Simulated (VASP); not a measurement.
Computed with PBE GGA, VASP's PBE PAW potentials (set 64) (plane waves; VASP).

A VASP calculation is set up with these files.

File POSCAR:
```
Cs
1
   -3.0554900000     3.0554900000     3.0554900000
    3.0554900000    -3.0554900000     3.0554900000
    3.0554900000     3.0554900000    -3.0554900000
Cs
1
Direct
  0.0000000000   0.0000000000   0.0000000000
```

**INCAR**
```
ALGO = Normal
EDIFF = 1E-6
ENCUT = 300
GGA = PE
ISIF = 2
ISMEAR = -1
LASPH = .TRUE.
LCHARG = .FALSE.
LMAXMIX = 4
LREAL = .FALSE.
LWAVE = .FALSE.
NELM = 100
PREC = Accurate
SIGMA = 0.136
SYSTEM = Cs
```

**KPOINTS**
```
Regular mesh
0
Gamma
5 5 5
```

POTCAR, in this order: Cs_sv (PBE.64 set). Program: vasp_std.

Unless said otherwise, spin-orbit coupling is left out, though it shifts the bands of the heavy elements here.

Task: Predict the energy per atom (σ→0), band gap (on the k-mesh).

Result: 
* **energy per atom (σ→0)**: -0.859 eV/atom
* **band gap (on the k-mesh)**: none (metal, semimetal or under 0.01 eV)

**OSZICAR**
```
...
DAV:   3    -0.836016693635E+00   -0.42446E+01   -0.42438E+01   160   0.400E+01
DAV:   4    -0.890934810539E+00   -0.54918E-01   -0.54917E-01   296   0.565E+00
DAV:   5    -0.890970332559E+00   -0.35522E-04   -0.35522E-04   216   0.964E-02    0.144E-01
DAV:   6    -0.891432589401E+00   -0.46226E-03   -0.14640E-03   272   0.218E-01    0.922E-02
DAV:   7    -0.892427483248E+00   -0.99489E-03   -0.35721E-03   192   0.359E-01    0.387E-02
DAV:   8    -0.892543594768E+00   -0.11611E-03   -0.15593E-04   224   0.908E-02    0.412E-03
DAV:   9    -0.892544579599E+00   -0.98483E-06   -0.21740E-06   256   0.883E-03
   1 F= -.89254458E+00 E0= -.85918252E+00  d E =-.667241E-01
```

The structure is a typed Cs crystal (Im-3m). The cell was not relaxed at this level.
